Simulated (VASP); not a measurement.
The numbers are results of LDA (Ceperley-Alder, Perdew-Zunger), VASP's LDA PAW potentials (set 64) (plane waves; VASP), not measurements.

The input files of a VASP run:

**INCAR**
```
! general
SYSTEM  = TiO2
PREC    = Accurate
ENCUT   = 520
LREAL   = F
LASPH   = T

! electronic loop
EDIFF   = 1E-7
NELM    = 100
ALGO    = Normal
LMAXMIX = 4

! smearing
ISMEAR  = 0
SIGMA   = 0.05

! ions
IBRION  = 2
NSW     = 30
ISIF    = 4
EDIFFG  = -0.01

! output
LWAVE   = F
LCHARG  = F
```

### KPOINTS
```
Automatic mesh
0
Gamma
5 5 8
0 0 0
```

File POSCAR:
```
TiO2
1
    4.4606051715     0.0000000000     0.0000000000
    0.0000000000     4.4606051715     0.0000000000
    0.0000000000     0.0000000000     2.8639735477
Ti O
2 4
Direct
  0.0000000000   0.0000000000   0.0000000000
  0.5000000000   0.5000000000   0.5000000000
  0.3039999614   0.3039999614   0.0000000000
  0.8039999614   0.1960000386   0.5000000000
  0.1960000386   0.8039999614   0.5000000000
  0.6960000386   0.6960000386   0.0000000000
```

POTCAR, in this order: Ti_sv O (LDA.64 set). Program: vasp_std.

Question: Predict the energy per atom (σ→0), band gap (on the k-mesh).

Answer: 
```json
{
  "energy per atom (σ→0)": "-9.764 eV/atom",
  "band gap (on the k-mesh)": "1.88 eV"
}
```

File OSZICAR:
```
...
       N       E                     dE             d eps       ncg     rms          rms(c)
DAV:   1    -0.585867144407E+02   -0.29862E-03   -0.30885E-02  1700   0.173E+00    0.116E-01
DAV:   2    -0.585866159636E+02    0.98477E-04   -0.13016E-03  1904   0.298E-01    0.665E-02
DAV:   3    -0.585865462068E+02    0.69757E-04   -0.16103E-04  2172   0.118E-01    0.226E-02
DAV:   4    -0.585865379454E+02    0.82613E-05   -0.41391E-05  2252   0.586E-02    0.507E-03
DAV:   5    -0.585865378042E+02    0.14118E-06   -0.29764E-06  2140   0.165E-02    0.231E-03
DAV:   6    -0.585865377639E+02    0.40372E-07   -0.13835E-07  1188   0.366E-03
   4 F= -.58586538E+02 E0= -.58586538E+02  d E =-.121959E-03
```

The compound is TiO2 in the rutile structure. This cell is one point of a volume scan, at 0.94 of the reference volume. Symmetry was kept, so distortions that lower it aren't found.
